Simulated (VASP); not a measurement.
Here is the system:

```yaml
crystal:
  lattice:
    - [4.10076, 0.00000, 0.00000]
    - [-2.05038, 3.55137, 0.00000]
    - [0.00000, 0.00000, 4.61824]
  atoms:
    - { symbol: Ca, position: [0.33333, 0.66667, 0.99607] }
    - { symbol: Ga, position: [0.00000, 0.00000, 0.56216] }
    - { symbol: Ge, position: [0.66667, 0.33333, 0.42274] }
    - { symbol: H, position: [0.00000, 0.00000, 0.93784] }
```

Method: PBEsol GGA, VASP's PBE PAW potentials (set 64) (plane waves; VASP). Run with 400 eV cut-off, Gaussian smearing of 0.050 eV, potentials Ca_sv Ga_d Ge_d H.

**Question.** Give the energies of bands 16 to 22 at the high-symmetry points, in eV from the valence-band maximum.

**Answer.** 
```
band      Γ      M      K      A      L      H
----  -----  -----  -----  -----  -----  -----
16    -5.02  -7.80  -8.05  -7.25  -7.11  -7.52
17    -2.36  -3.52  -4.53  -0.25  -5.28  -5.10
18    -0.97  -2.14  -2.94  -0.25  -2.48  -3.85
19    -0.97  -1.16  -1.01   0.00  -2.37  -2.21
20     0.79   0.26   0.41   0.81   1.09   1.60
21     3.03   1.49   2.22   1.31   2.72   3.37
22     3.03   2.38   3.12   1.31   3.78   3.74
```

The gap is indirect, 0.26 eV, from the valence maximum at A to the conduction minimum at M.

The structure comes from a computed database's CaGaGeH entry (P3m1); how it stands against other phases isn't given here. It was relaxed first, which changed the volume by -6 %.
